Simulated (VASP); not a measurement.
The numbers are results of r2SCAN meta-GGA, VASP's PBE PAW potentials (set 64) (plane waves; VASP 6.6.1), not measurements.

Input for VASP

INCAR:
```
NELM = 100   # most electronic steps
LORBIT = 11   # lm-projected
SYSTEM = TiO2
ISIF = 2   # forces and stress, cell fixed
ALGO = Normal   # blocked Davidson
LWAVE = F
NEDOS = 601
LMIXTAU = T
ISMEAR = -5
ENCUT = 520
LMAXMIX = 4   # l cut-off of mixed one-centre charges
METAGGA = R2SCAN
LEFG = T
PREC = Accurate
LREAL = F
EDIFF = 1E-7   # SCF stop (eV)
LASPH = T
LCHARG = F
```

**KPOINTS**
```
K-points
0
Gamma
 3 8 5
```

**POSCAR**
```
TiO2
1
    9.4636315459     0.0000000000     0.0000000000
    0.0000000000     2.9675694278    -0.0000000000
    0.0000000000     0.0000000000     4.8777984541
Ti O
4 8
Direct
  0.6367289043   0.2500000000   0.5715851567
  0.3632710957   0.7500000000   0.4284148433
  0.8632710957   0.7500000000   0.0715851567
  0.1367289043   0.2500000000   0.9284148433
  0.4709334622   0.2500000000   0.2945845774
  0.5290665378   0.7500000000   0.7054154226
  0.0290665378   0.7500000000   0.7945845774
  0.9709334622   0.2500000000   0.2054154226
  0.2677420467   0.2500000000   0.6364347451
  0.7322579533   0.7500000000   0.3635652549
  0.2322579533   0.7500000000   0.1364347451
  0.7677420467   0.2500000000   0.8635652549
```

File KPOINTS_OPT:
```
k-points along high-symmetry lines
5
Line-mode
Reciprocal
  0.000000   0.000000   0.000000 ! GAMMA
  0.500000   0.000000   0.000000 ! X

  0.500000   0.000000   0.000000 ! X
  0.500000   0.500000   0.000000 ! S

  0.500000   0.500000   0.000000 ! S
  0.000000   0.500000   0.000000 ! Y

  0.000000   0.500000   0.000000 ! Y
  0.000000   0.000000   0.000000 ! GAMMA

  0.000000   0.000000   0.000000 ! GAMMA
  0.000000   0.000000   0.500000 ! Z

  0.000000   0.000000   0.500000 ! Z
  0.500000   0.000000   0.500000 ! U

  0.500000   0.000000   0.500000 ! U
  0.500000   0.500000   0.500000 ! R

  0.500000   0.500000   0.500000 ! R
  0.000000   0.500000   0.500000 ! T

  0.000000   0.500000   0.500000 ! T
  0.000000   0.000000   0.500000 ! Z

  0.500000   0.000000   0.000000 ! X
  0.500000   0.000000   0.500000 ! U

  0.000000   0.500000   0.000000 ! Y
  0.000000   0.500000   0.500000 ! T

  0.500000   0.500000   0.000000 ! S
  0.500000   0.500000   0.500000 ! R
```

POTCAR, in this order: Ti_sv O (PBE.64 set). Program: vasp_std.

Output

**OUTCAR**
```
 ion  position               nearest neighbor table
   1  0.637  0.250  0.572-  12 1.89   6 1.91   6 1.91  10 2.01  10 2.01   5 2.07
   2  0.363  0.750  0.428-  11 1.89   5 1.91   5 1.91   9 2.01   9 2.01   6 2.07
   3  0.863  0.750  0.072-  10 1.89   8 1.91   8 1.91  12 2.01  12 2.01   7 2.07
   4  0.137  0.250  0.928-   9 1.89   7 1.91   7 1.91  11 2.01  11 2.01   8 2.07
   5  0.471  0.250  0.295-   2 1.91   2 1.91   1 2.07
   6  0.529  0.750  0.705-   1 1.91   1 1.91   2 2.07
   7  0.029  0.750  0.795-   4 1.91   4 1.91   3 2.07
   8  0.971  0.250  0.205-   3 1.91   3 1.91   4 2.07
   9  0.268  0.250  0.636-   4 1.89   2 2.01   2 2.01
  10  0.732  0.750  0.364-   3 1.89   1 2.01   1 2.01
  11  0.232  0.750  0.136-   2 1.89   4 2.01   4 2.01
  12  0.768  0.250  0.864-   1 1.89   3 2.01   3 2.01
  LATTYP: Found a simple orthorhombic cell.
 ALAT       =     2.9675694278
 B/A-ratio  =     1.6437015452
 C/A-ratio  =     3.1890177386
 Subroutine PRICEL returns:
 Original cell was already a primitive cell.
 Subroutine GETGRP returns: Found  8 space group operations
The static configuration has the point symmetry S_2 .
 The point group associated with its full space group is D_2h.
The dynamic configuration has the point symmetry S_2 .
 Subroutine INISYM returns: Found  8 space group operations
 Subroutine IBZKPT returns following result:
 Found     30 irreducible k-points:

 Following reciprocal coordinates:
            Coordinates               Weight
  0.000000  0.000000  0.000000      1.000000
  0.333333  0.000000  0.000000      2.000000
  0.000000  0.125000  0.000000      2.000000
  0.333333  0.125000  0.000000      4.000000
  0.000000  0.250000  0.000000      2.000000
  0.333333  0.250000  0.000000      4.000000
  0.000000  0.375000  0.000000      2.000000
  0.333333  0.375000  0.000000      4.000000
  0.000000  0.500000  0.000000      1.000000
  0.333333  0.500000  0.000000      2.000000
  0.000000  0.000000  0.200000      2.000000
  0.333333  0.000000  0.200000      4.000000
  0.000000  0.125000  0.200000      4.000000
  0.333333  0.125000  0.200000      8.000000
  0.000000  0.250000  0.200000      4.000000
  0.333333  0.250000  0.200000      8.000000
  0.000000  0.375000  0.200000      4.000000
  0.333333  0.375000  0.200000      8.000000
  0.000000  0.500000  0.200000      2.000000
  0.333333  0.500000  0.200000      4.000000
  0.000000  0.000000  0.400000      2.000000
  0.333333  0.000000  0.400000      4.000000
  0.000000  0.125000  0.400000      4.000000
  0.333333  0.125000  0.400000      8.000000
  0.000000  0.250000  0.400000      4.000000
  0.333333  0.250000  0.400000      8.000000
  0.000000  0.375000  0.400000      4.000000
  0.333333  0.375000  0.400000      8.000000
  0.000000  0.500000  0.400000      2.000000
  0.333333  0.500000  0.400000      4.000000
   k-points           NKPTS =     30   k-points in BZ     NKDIM =     30   number of bands    NBANDS=     57
   number of dos      NEDOS =    601   number of ions     NIONS =     12
   total plane-waves  NPLWV =  60480
   dimension x,y,z NGX =    70 NGY =   24 NGZ =   36
   dimension x,y,z NGXF=   140 NGYF=   48 NGZF=   72
   ions per type =               4   8
   PREC   = accura    normal or accurate (medium, high low for compatibility)
   ISTART =      0    job   : 0-new  1-cont  2-samecut
   ICHARG =      2    charge: 1-file 2-atom 10-const
   ISPIN  =      1    spin polarized calculation?
   LNONCOLLINEAR =      F non collinear calculations
   LSORBIT =      F    spin-orbit coupling
   INIWAV =      1    electr: 0-lowe 1-rand  2-diag
   ENCUT  =  520.0 eV  38.22 Ry    6.18 a.u.  17.60  5.52  9.07*2*pi/ulx,y,z
   NELM   =    100;   NELMIN=  2; NELMDL= -5     # of ELM steps
   EDIFF  = 0.1E-06   stopping-criterion for ELM
...
```

File OSZICAR:
```
       N       E                     dE             d eps       ncg     rms          rms(c)
DAV:   1     0.153929577053E+04    0.15393E+04   -0.49284E+04  3420   0.202E+03
DAV:   2     0.135947503795E+03   -0.14033E+04   -0.13458E+04  3488   0.634E+02
DAV:   3    -0.175585010945E+03   -0.31153E+03   -0.30475E+03  4441   0.259E+02
DAV:   4    -0.200772239203E+03   -0.25187E+02   -0.25125E+02  5184   0.789E+01
DAV:   5    -0.202411677041E+03   -0.16394E+01   -0.16387E+01  5399   0.159E+01    0.465E+01
DAV:   6    -0.153196954840E+03    0.49215E+02   -0.17256E+02  4633   0.104E+02    0.164E+01
DAV:   7    -0.141836123466E+03    0.11361E+02   -0.16020E+01  4292   0.205E+01    0.796E+00
DAV:   8    -0.145716879643E+03   -0.38808E+01   -0.28255E+00  3997   0.118E+01    0.286E+00
DAV:   9    -0.136031873653E+03    0.96850E+01   -0.29988E+00  3724   0.107E+01    0.200E+00
DAV:  10    -0.138998720865E+03   -0.29668E+01   -0.17659E+00  3878   0.846E+00    0.942E-01
DAV:  11    -0.138607182331E+03    0.39154E+00   -0.24945E-01  3876   0.317E+00    0.530E-01
DAV:  12    -0.138957055850E+03   -0.34987E+00   -0.98165E-02  4000   0.202E+00    0.167E-01
DAV:  13    -0.139009690042E+03   -0.52634E-01   -0.18017E-02  3855   0.911E-01    0.171E-01
DAV:  14    -0.139013434107E+03   -0.37441E-02   -0.47173E-03  4160   0.503E-01    0.101E-01
DAV:  15    -0.139014215910E+03   -0.78180E-03   -0.20608E-03  4184   0.256E-01    0.425E-02
DAV:  16    -0.139013265479E+03    0.95043E-03   -0.61940E-04  3886   0.179E-01    0.411E-02
DAV:  17    -0.139013514285E+03   -0.24881E-03   -0.16980E-04  4712   0.810E-02    0.345E-02
DAV:  18    -0.139014688723E+03   -0.11744E-02   -0.43077E-04  3772   0.136E-01    0.215E-02
DAV:  19    -0.139014719837E+03   -0.31114E-04   -0.30462E-05  4126   0.384E-02    0.110E-02
DAV:  20    -0.139014720010E+03   -0.17237E-06   -0.11599E-05  4576   0.178E-02    0.687E-03
DAV:  21    -0.139014719054E+03    0.95577E-06   -0.28612E-06  3911   0.112E-02    0.599E-03
DAV:  22    -0.139014720973E+03   -0.19193E-05   -0.20321E-06  3896   0.105E-02    0.252E-03
DAV:  23    -0.139014720743E+03    0.23051E-06   -0.90968E-07  3920   0.539E-03    0.858E-04
DAV:  24    -0.139014720818E+03   -0.74799E-07   -0.20687E-07  2432   0.374E-03
   1 F= -.13901472E+03 E0= -.13901472E+03  d E =0.000000E+00
       N       E                     dE             ncg
       N       E                     dE             ncg
```

### OUTCAR
```
------------------------ aborting loop because EDIFF is reached ----------------------------------------
  FORCE on cell =-STRESS in cart. coord.  units (eV):
  Direction    XX          YY          ZZ          XY          YZ          ZX
  --------------------------------------------------------------------------------------
  Total        0.0511860     -0.0006908     -0.1430910      0.0000000      0.0000000      0.0000000
  in kB        0.5986585     -0.0080792     -1.6735562      0.0000000      0.0000000      0.0000000
  external PRESSURE =      -0.3609923 kB  Pullay stress =       0.0000000 kB
  volume of cell :      136.99
      direct lattice vectors                 reciprocal lattice vectors
     9.463631546  0.000000000  0.000000000     0.105667681  0.000000000  0.000000000
     0.000000000  2.967569428  0.000000000     0.000000000  0.336976109  0.000000000
     0.000000000  0.000000000  4.877798454     0.000000000  0.000000000  0.205010521
 POSITION                                       TOTAL-FORCE (eV/Angst)
 -----------------------------------------------------------------------------------
      6.02577      0.74189      2.78808         0.013849     -0.000000      0.009449
      3.43786      2.22568      2.08972        -0.013849     -0.000000     -0.009449
      8.16968      2.22568      0.34918        -0.013849     -0.000000      0.009449
      1.29395      0.74189      4.52862         0.013849     -0.000000     -0.009449
      4.45674      0.74189      1.43692        -0.008644      0.000000      0.007154
      5.00689      2.22568      3.44087         0.008644      0.000000     -0.007154
      0.27508      2.22568      3.87582         0.008644      0.000000      0.007154
      9.18856      0.74189      1.00198        -0.008644      0.000000     -0.007154
      2.53381      0.74189      3.10440        -0.006667      0.000000     -0.008517
      6.92982      2.22568      1.77340         0.006667     -0.000000      0.008517
      2.19800      2.22568      0.66550         0.006667      0.000000     -0.008517
      7.26563      0.74189      4.21230        -0.006667     -0.000000      0.008517
 -----------------------------------------------------------------------------------
    total drift:                               -0.000000     -0.000000      0.000000
  FREE ENERGIE OF THE ION-ELECTRON SYSTEM (eV)
  ---------------------------------------------------
  free  energy   TOTEN  =      -139.0147208175 eV

  energy  without entropy=     -139.0147208175  energy(sigma->0) =     -139.01472082

 total charge

# of ion       s       p       d       tot
------------------------------------------
    1        2.219   6.296   1.688  10.203
    2        2.219   6.296   1.688  10.203
    3        2.219   6.296   1.688  10.203
    4        2.219   6.296   1.688  10.203
    5        1.584   3.504   0.000   5.088
    6        1.584   3.504   0.000   5.088
    7        1.584   3.504   0.000   5.088
    8        1.584   3.504   0.000   5.088
    9        1.575   3.525   0.000   5.100
   10        1.575   3.525   0.000   5.100
   11        1.575   3.525   0.000   5.100
   12        1.575   3.525   0.000   5.100
--------------------------------------------------
tot         21.511  53.300   6.753  81.563

 Electric field gradients after diagonalization (V/A^2)
 (convention: |V_zz| > |V_xx| > |V_yy|)
----------------------------------------------------------------------
 ion       V_xx      V_yy      V_zz     asymmetry (V_yy - V_xx)/ V_zz
----------------------------------------------------------------------
   1      20.112     2.220   -22.332       0.801
   2      20.112     2.220   -22.332       0.801
   3      20.112     2.220   -22.332       0.801
   4      20.112     2.220   -22.332       0.801
   5      -5.170    -3.469     8.639       0.197
   6      -5.170    -3.469     8.639       0.197
   7      -5.170    -3.469     8.639       0.197
   8      -5.170    -3.469     8.639       0.197
   9      10.566     9.603   -20.169       0.048
  10      10.566     9.603   -20.169       0.048
  11      10.566     9.603   -20.169       0.048
  12      10.566     9.603   -20.169       0.048
```
(Selected blocks of OUTCAR.)

The path is coarsely sampled, so an indirect gap can come out somewhat too large.

The structure comes from a computed database's TiO2 entry (Pnma); how it stands against other phases isn't given here. It was relaxed first.
